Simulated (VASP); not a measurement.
All values below come from r2SCAN meta-GGA, VASP's PBE PAW potentials (set 64) (plane waves; VASP).

A VASP calculation is set up with these files.

KPOINTS:
```
Automatic mesh
0
Gamma
7 7 6
0 0 0
```

### INCAR
```
SYSTEM=SnO
PREC=Accurate; ENCUT=520; LREAL=.FALSE.
LASPH=.TRUE.
EDIFF=1E-6; NELM=100; ALGO=Normal
LMAXMIX=4; LMIXTAU=.TRUE.
ISMEAR=1; SIGMA=0.1
METAGGA=R2SCAN
IBRION=2; NSW=60; ISIF=3
EDIFFG=-0.02
LWAVE=.FALSE.; LCHARG=.FALSE.
```

**POSCAR**
```
SnO
1
    3.7906337445     0.0000000000     0.0000000000
    0.0000000000     3.7906337445     0.0000000000
    0.0000000000    -0.0000000000     4.6922624935
Sn O
2 2
Direct
  0.5000000000   1.0000000000   0.7516128518
  0.0000000000   0.5000000000   0.2483871482
  0.5000000000   0.5000000000   0.0000000000
  0.0000000000   0.0000000000   0.0000000000
```

POTCAR, in this order: Sn_d O (PBE.64 set). Program: vasp_std.

**Question.** What will the output report for the number of irreducible k-points (NKPTS), largest plane-wave count, number of space-group operations, FFT grid (NGX, NGY, NGZ)?

**Answer.** 
- number of irreducible k-points (NKPTS) = 40
- largest plane-wave count = 1828
- number of space-group operations = 16
- FFT grid (NGX, NGY, NGZ) = 28 × 28 × 36

The compound is SnO in the litharge structure. This run relaxes it. Symmetry was kept, so distortions that lower it aren't found. The start is the result of an earlier pass.
